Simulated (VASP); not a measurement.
# W16N in VASP: notebook

Aim: see how the results for W16N move with the level of theory and the settings. Levels: PBE+D3(BJ), optB86b-vdW, rev-vdW-DF2. Tasks: single point.

Program: VASP 6.6.1. These are calculated values, not measurements. Logs are shortened: lines on timing, memory, paths and dates and some standing lists are left out, and cuts for length are marked.

## (1) Starting point

The cell holds a slab with vacuum, 17 atoms: a = 6.320 Å, b = 5.473 Å, c = 23.203 Å, α = 90.00°, β = 90.00°, γ = 54.74°.

The cell was built by a generator and needn't be a form met in nature.

## (2) Single point, PBE+D3(BJ)

The input, INCAR:

```
SYSTEM = W16N
PREC     = Accurate       ! precision mode
ENCUT    = 400            ! plane-wave cutoff, eV
EDIFF    = 1E-6           ! SCF threshold, eV
ISMEAR   = 1              ! smearing method
SIGMA    = 0.1            ! smearing width, eV
LREAL    = Auto         
LASPH    = .TRUE.         ! aspherical terms in the spheres
NELM     = 80             ! most SCF steps
ALGO     = Fast           ! electronic algorithm
ISIF     = 2              ! what is computed and relaxed
LWAVE    = .FALSE.        ! write WAVECAR
LCHARG   = .FALSE.        ! write CHGCAR
GGA      = PE             ! functional
IVDW     = 12             ! dispersion correction
ISYM     = 0
```

The input, KPOINTS:

```
Automatic mesh
0
G
  5 6 1
  0 0 0
```

The input, POSCAR:

```
W16N
1.0
    6.3200000000      0.0000000000      0.0000000000
    3.1600000000      4.4689148571      0.0000000000
    0.0000000000      0.0000000000     23.2033722856
W N
16 1
Direct
    0.7500000000      0.5000000000      0.1077000000
    0.2500000000      0.5000000000      0.1077000000
    0.7500000000      0.0000000000      0.1077000000
    0.2500000000      0.0000000000      0.1077000000
    0.0000000000      0.0000000000      0.2040000000
    0.5000000000      0.0000000000      0.2040000000
    0.0000000000      0.5000000000      0.2040000000
    0.5000000000      0.5000000000      0.2040000000
    0.7503000000      0.4994000000      0.3004000000
    0.2490000000      0.5022000000      0.2989000000
    0.7502000000      0.0007000000      0.3017000000
    0.2495000000      0.9999000000      0.3018000000
    0.0024000000      0.9939000000      0.3961000000
    0.4936000000      0.0136000000      0.3934000000
    0.0023000000      0.4989000000      0.3970000000
    0.4978000000      0.5013000000      0.3972000000
    0.7878000000      0.4249000000      0.4445000000
```

Potentials or basis: VASP PAW PBE potentials, release 64 (W_sv, N).

The run is started by

```bash
$ cat potpaw_PBE.64/W_sv/POTCAR potpaw_PBE.64/N/POTCAR > POTCAR
$ mpirun -np 4 vasp_std > vasp.out
```

OUTCAR:

```text
SYSTEM = W16N
   PREC = Accurate
   ENCUT = 400
   EDIFF = 1E-6
   ISMEAR = 1
   LREAL = Auto
   LASPH = .TRUE.
   NELM = 80
   ISIF = 2
   GGA = PE
   IVDW = 12
   ISYM = 0
 IVDW          = 12

 ion  position               nearest neighbor table
   1  0.750  0.500  0.108-   3 2.74   3 2.74   4 2.74   4 2.74   8 2.74   7 2.74   2 3.16   2 3.16
                             6 3.16   5 3.16
   2  0.250  0.500  0.108-   4 2.74   3 2.74   4 2.74   3 2.74   8 2.74   7 2.74   1 3.16   1 3.16
                             5 3.16   6 3.16
   3  0.750  0.000  0.108-   1 2.74   1 2.74   2 2.74   2 2.74   6 2.74   5 2.74   4 3.16   4 3.16
                             8 3.16   7 3.16
   4  0.250  0.000  0.108-   2 2.74   1 2.74   2 2.74   1 2.74   6 2.74   5 2.74   3 3.16   3 3.16
                             7 3.16   8 3.16
   5  0.000  0.000  0.204-   7 2.74   7 2.74   8 2.74   8 2.74   3 2.74   4 2.74  11 2.76  12 2.76
                            10 3.13   9 3.16   6 3.16   6 3.16   1 3.16   2 3.16
   6  0.500  0.000  0.204-   8 2.74   7 2.74   8 2.74   7 2.74   3 2.74   4 2.74  11 2.77  12 2.77
                            10 3.14   5 3.16   5 3.16   2 3.16   1 3.16   9 3.16
   7  0.000  0.500  0.204-  10 2.71   5 2.74   5 2.74   6 2.74   6 2.74   2 2.74   1 2.74   9 2.74
                             8 3.16   8 3.16   3 3.16   4 3.16  12 3.19  11 3.19
   8  0.500  0.500  0.204-  10 2.71   6 2.74   5 2.74   6 2.74   5 2.74   2 2.74   1 2.74   9 2.74
                             7 3.16   7 3.16   4 3.16   3 3.16  11 3.18  12 3.18
   9  0.750  0.499  0.300-  11 2.73  12 2.73   7 2.74   8 2.74  12 2.74  11 2.74  15 2.75  16 2.75
                            14 3.15  10 3.16   5 3.16  10 3.16   6 3.16  13 3.17
  10  0.249  0.502  0.299-   8 2.71   7 2.71  12 2.73  11 2.73  11 2.74  12 2.75  15 2.76  16 2.77
                            14 3.09   5 3.13   6 3.14  13 3.15   9 3.16   9 3.16
  11  0.750  0.001  0.302-  14 2.65  13 2.70   9 2.73  10 2.73   9 2.74  10 2.74   5 2.76   6 2.77
                            16 3.15  15 3.15  12 3.15  12 3.17   8 3.18   7 3.19
  12  0.249  1.000  0.302-  14 2.65  13 2.70  10 2.73   9 2.73   9 2.74  10 2.75   5 2.76   6 2.77
                            15 3.14  16 3.14  11 3.15  11 3.17   8 3.18   7 3.19
  13  0.002  0.994  0.396-  17 2.23  11 2.70  12 2.70  16 2.71  15 2.71  15 2.76  16 2.77  10 3.15
                            14 3.16   9 3.17  14 3.17
  14  0.494  0.014  0.393-  11 2.65  12 2.65  15 2.68  16 2.69  16 2.79  15 2.80  10 3.09   9 3.15
                            13 3.16  13 3.17
  15  0.002  0.499  0.397-  17 1.96  14 2.68  13 2.71   9 2.75  13 2.76  10 2.76  14 2.80  12 3.14
                            16 3.14  11 3.15  16 3.18
  16  0.498  0.501  0.397-  17 1.96  14 2.69  13 2.71   9 2.75  13 2.77  10 2.77  14 2.79  15 3.14
                            12 3.14  11 3.15  15 3.18
  17  0.788  0.425  0.444-  15 1.96  16 1.96  13 2.23

IMPORTANT INFORMATION: All symmetrisations will be switched off!
NOSYMM: (Re-)initialisation of all symmetry stuff for point group C_1.

----------------------------------------------------------------------------------------

                                     Primitive cell

  volume of cell :     655.3454

  direct lattice vectors                    reciprocal lattice vectors
     6.320000000  0.000000000  0.000000000     0.158227848 -0.111883984  0.000000000
     3.160000000  4.468914857  0.000000000     0.000000000  0.223767969  0.000000000
     0.000000000  0.000000000 23.203372286     0.000000000  0.000000000  0.043097184

  length of vectors
     6.320000000  5.473280552 23.203372286     0.193788745  0.223767969  0.043097184

  position of ions in fractional coordinates (direct lattice)
     0.750000000  0.500000000  0.107700000
     0.250000000  0.500000000  0.107700000
     0.750000000  0.000000000  0.107700000
     0.250000000  0.000000000  0.107700000
     0.000000000  0.000000000  0.204000000
     0.500000000  0.000000000  0.204000000
[... 9 lines left out ...]
     0.497800000  0.501300000  0.397200000
     0.787800000  0.424900000  0.444500000

  ion indices of the primitive-cell ions
   primitive index   ion index
                 1           1
                 2           2
                 3           3
                 4           4
                 5           5
                 6           6
[... 9 lines left out ...]
                16          16
                17          17

----------------------------------------------------------------------------------------

 KPOINTS: Automatic mesh

Automatic generation of k-mesh.
 Grid dimensions read from file:
 generate k-points for:    5    6    1

 Generating k-lattice:

[... 27 lines left out ...]
|                                                                             |
 -----------------------------------------------------------------------------

 WARNING: IBZKPT: internal override: KBLOWUP is changed to .FALSE.
      ... skipping the blow-up phase ...

 Subroutine IBZKPT returns following result:
 ===========================================

 Found     16 irreducible k-points:

 Following reciprocal coordinates:
            Coordinates               Weight
  0.000000  0.000000  0.000000      1.000000
  0.200000 -0.000000  0.000000      2.000000
  0.400000  0.000000  0.000000      2.000000
  0.000000  0.166667  0.000000      2.000000
  0.200000  0.166667  0.000000      2.000000
  0.400000  0.166667  0.000000      2.000000
[... 8 lines left out ...]
  0.200000  0.500000  0.000000      2.000000
  0.400000  0.500000  0.000000      2.000000
   k-points           NKPTS =     16   k-points in BZ     NKDIM =     16   number of bands    NBANDS=    140
   number of dos      NEDOS =    301   number of ions     NIONS =     17
   total plane-waves  NPLWV = 241920
   dimension x,y,z NGX =    42 NGY =   36 NGZ =  160
   dimension x,y,z NGXF=    84 NGYF=   72 NGZF=  320
   ions per type =              16   1
   NGX,Y,Z   is equivalent  to a cutoff of  11.05, 10.93, 11.46 a.u.
   NGXF,Y,Z  is equivalent  to a cutoff of  22.10, 21.87, 22.93 a.u.
 SYSTEM =  W16N
   PREC   = accura    normal or accurate (medium, high low for compatibility)
   ISTART =      0    job   : 0-new  1-cont  2-samecut
   ICHARG =      2    charge: 1-file 2-atom 10-const
   ISPIN  =      1    spin polarized calculation?
   LNONCOLLINEAR =      F non collinear calculations
   LSORBIT =      F    spin-orbit coupling
   LASPH  =      T    aspherical Exc in radial PAW
   ENCUT  =  400.0 eV  29.40 Ry    5.42 a.u.  10.31  8.93 37.84*2*pi/ulx,y,z
   NELM   =     80;   NELMIN=  2; NELMDL= -5     # of ELM steps
   EDIFF  = 0.1E-05   stopping-criterion for ELM
   LREAL  =      T    real-space projection
   EDIFFG = 0.1E-04   stopping-criterion for IOM
   NSW    =      0    number of steps for IOM
   IBRION =     -1    ionic relax: 0-MD 1-quasi-New 2-CG
   NFREE  =      0    steps in history (QN), initial steepest desc. (CG)
   ISIF   =      2    stress and relaxation
   ISYM   =      0    0-nonsym 1-usesym 2-fastsym
   POTIM  = 0.5000    time-step for ionic-motion
   TEBEG  =    0.0;   TEEND  =   0.0 temperature during run
   PSTRESS=    0.0 pullay stress
   NELECT =     229.0000    total number of electrons
   NUPDOWN=      -1.0000    fix difference up-down
   EMIN   =  10.00;   EMAX   =-10.00  energy-range for DOS
   EFERMI =   0.00;   METHOD = LEGACY
   ISMEAR =     1;   SIGMA  =   0.10  broadening in eV -4-tet -1-fermi 0-gaus
   EFERMI_NEDOS =   21; number of points for ismear=-14 and -15
   IALGO  =     68    algorithm
   IMIX   =      4    mixing-type and parameters
     AMIX     =   0.40;   BMIX     =  1.00
     AMIX_MAG =   1.60;   BMIX_MAG =  1.00
  volume/ion in A,a.u.               =      38.55       260.15
  Fermi-wavevector in a.u.,A,eV,Ry     =   1.153090  2.179024 18.090534  1.329617
  Thomas-Fermi vector in A             =   2.289737
   LORBIT       =      0    0 simple, 1 ext, 2 COOP (PROOUT), +10 PAW based schemes
   GGA     = PE    functional components
   LHFCALC =     F    Hartree Fock is set to
   AEXX    =    0.0000 exact exchange contribution
   IVDW    =    12    specifies the selected vdW correction
   LEPSILON=     F    determine dielectric tensor
   LRPA    =     F    only Hartree local field effects (RPA)
 non-spin polarized calculation
 RMM-DIIS sequential band-by-band and
 Methfessel and Paxton  Order N= 1 SIGMA  =   0.10
  energy-cutoff  :      400.00
  volume of cell :      655.35
 maximum number of plane-waves:     11945
 NGX is ok and might be reduce to    42
   NGX = 21   NGY = 17   NGZ = 75

 number of electron     228.9999995 magnetization

 Free energy of the ion-electron system (eV)
  ---------------------------------------------------
  ext. energy  EPLUGINS =         0.00000000
  ---------------------------------------------------
  free energy    TOTEN  =      -205.90004293 eV

  energy without entropy =     -205.89277043  energy(sigma->0) =     -205.89761877

 E-fermi :   1.5605     XC(G=0):  -6.2663

 val. band max:        1.5480180771   @ k =   0.0000   0.1667   0.0000
 cond. band min:       1.5627794138   @ k =   0.2000  -0.0000   0.0000
 fundamental gap:      0.0147613367
 Fermi energy:         1.5604872874

 k-point     1 :       0.0000    0.0000    0.0000
  band No.  band energies     occupation
      1     -72.6102      2.00000
      2     -72.5780      2.00000
      3     -72.5589      2.00000
      4     -72.5143      2.00000
      5     -72.4987      2.00000
      6     -72.4813      2.00000
[... 2053 lines left out ...]
    125       2.8800     -0.00000
    126       2.8981     -0.00000
 [bands above 126 left out]

------------------------ aborting loop because EDIFF is reached ----------------------------------------

 Edisp (eV)   -8.18806

 E8    (eV) :    -4.3130

  FORCE on cell =-STRESS in cart. coord.  units (eV):
  Direction    XX          YY          ZZ          XY          YZ          ZX
  --------------------------------------------------------------------------------------
  -------------------------------------------------------------------------------------
  Total     -17.36627   -12.33131    -4.45816    -0.09691    -0.03610     0.02136
  in kB     -42.45676   -30.14737   -10.89923    -0.23692    -0.08826     0.05222
  external pressure =      -27.83 kB  Pullay stress =        0.00 kB

 VOLUME and BASIS-vectors are now :
 -----------------------------------------------------------------------------
  energy-cutoff  :      400.00
  volume of cell :      655.35
      direct lattice vectors                 reciprocal lattice vectors
     6.320000000  0.000000000  0.000000000     0.158227848 -0.111883984  0.000000000
     3.160000000  4.468914857  0.000000000     0.000000000  0.223767969  0.000000000
     0.000000000  0.000000000 23.203372286     0.000000000  0.000000000  0.043097184

 POSITION                                       TOTAL-FORCE (eV/Angst)
 -----------------------------------------------------------------------------------
      6.32000      2.23446      2.49900        -0.012432     -0.004434      0.368591
      3.16000      2.23446      2.49900         0.002255     -0.002659      0.510713
      4.74000      0.00000      2.49900         0.027859      0.019242      0.490511
      1.58000      0.00000      2.49900        -0.038103      0.008952      0.556001
      0.00000      0.00000      4.73349         0.002191      0.128586     -0.607059
      3.16000      0.00000      4.73349         0.011518     -0.131028     -0.615155
[... 9 lines left out ...]
      4.73020      2.24027      9.21638        -0.110235      0.025785     -0.057353
      6.32158      1.89884     10.31390        -0.007896     -0.004045      0.194091
 -----------------------------------------------------------------------------------
    total drift:                                0.002178     -0.000310     -0.009458

  FREE ENERGIE OF THE ION-ELECTRON SYSTEM (eV)
  ---------------------------------------------------
  free  energy   TOTEN  =      -214.0881066017 eV

  energy  without entropy=     -214.0808341017  energy(sigma->0) =     -214.08568244
```

It took 9 min on 4 MPI ranks of AMD EPYC 9R45 (Zen 5), shared host; peak memory 0.34 GiB.

What came out:

- Free energy: -214.0881 eV
- Largest force: 0.629 eV/Å
- Band gap on the k mesh: none (metal or under the smearing width)
- Dispersion energy per atom: -0.482 eV

Forces in eV/Å, atoms in the order of the input:
```
W   -0.012 -0.004  0.369
W    0.002 -0.003  0.511
W    0.028  0.019  0.491
W   -0.038  0.009  0.556
W    0.002  0.129 -0.607
W    0.012 -0.131 -0.615
W    0.118  0.014 -0.381
W   -0.107 -0.027 -0.427
W    0.003  0.003  0.005
W    0.002 -0.011  0.005
W    0.002 -0.004  0.013
W   -0.011 -0.005 -0.010
W   -0.005 -0.051  0.005
W    0.005  0.014  0.010
W    0.117  0.026 -0.060
W   -0.110  0.026 -0.057
N   -0.008 -0.004  0.194
```

Caveat: the cutoff is under 1.25 times the usual one of these potentials, so pressure, stress and relaxed cells hold a basis-set (Pulay) error. Spin-orbit coupling is left out, which matters for the levels of W.

## (3) Single point, optB86b-vdW

Changes to INCAR since step 2:

```diff
@@ -13,4 +13,7 @@
 LCHARG   = .FALSE.        ! write CHGCAR
-GGA      = PE             ! functional
-IVDW     = 12             ! dispersion correction
+GGA      = MK             ! functional
+LUSE_VDW = .TRUE.       
+AGGAC    = 0.0          
+PARAM1   = 0.1234       
+PARAM2   = 1.0          
 ISYM     = 0
```

KPOINTS is that of step 2.

POSCAR is that of step 2.

Potentials or basis: VASP PAW PBE potentials, release 64 (W_sv, N).

The run is started by

```bash
$ cat potpaw_PBE.64/W_sv/POTCAR potpaw_PBE.64/N/POTCAR > POTCAR
$ mpirun -np 4 vasp_std > vasp.out
```

Run time: 11 min. Hardware: 4 MPI ranks of AMD EPYC 9R45 (Zen 5), shared host; peak memory 0.64 GiB.

The run converged. Its results:

- Free energy: -157.8482 eV
- Largest force: 0.695 eV/Å
- Band gap on the k mesh: none (metal or under the smearing width)

Forces on the atoms (eV/Å):
```
W   -0.014 -0.002  0.381
W    0.003 -0.010  0.530
W    0.029  0.021  0.509
W   -0.038  0.012  0.569
W    0.005  0.131 -0.664
W    0.013 -0.135 -0.681
W    0.115  0.010 -0.448
W   -0.106 -0.029 -0.492
W    0.003  0.002  0.059
W    0.002 -0.002  0.046
W    0.004 -0.005  0.075
W   -0.014 -0.004  0.055
W   -0.007 -0.082 -0.012
W    0.005  0.033  0.008
W    0.135  0.036 -0.056
W   -0.126  0.036 -0.053
N   -0.009 -0.012  0.174
```

Levels at points of the mesh, in eV from the Fermi level:
```
           k point  band 111  band 112  band 113  band 114  band 115  band 116  band 117  band 118
(0.00, 0.00, 0.00)      0.44      0.70      0.73      0.79      0.90      0.91      1.06      1.18
(0.00, 0.50, 0.00)     -0.81     -0.80     -0.74     -0.63     -0.56     -0.49     -0.34     -0.26
```

Caveat: the cutoff is under 1.25 times the usual one of these potentials, so pressure, stress and relaxed cells hold a basis-set (Pulay) error; the PAW data sets were made with another functional, which shifts forces and pressure a little.

[end of part 1 of 2]
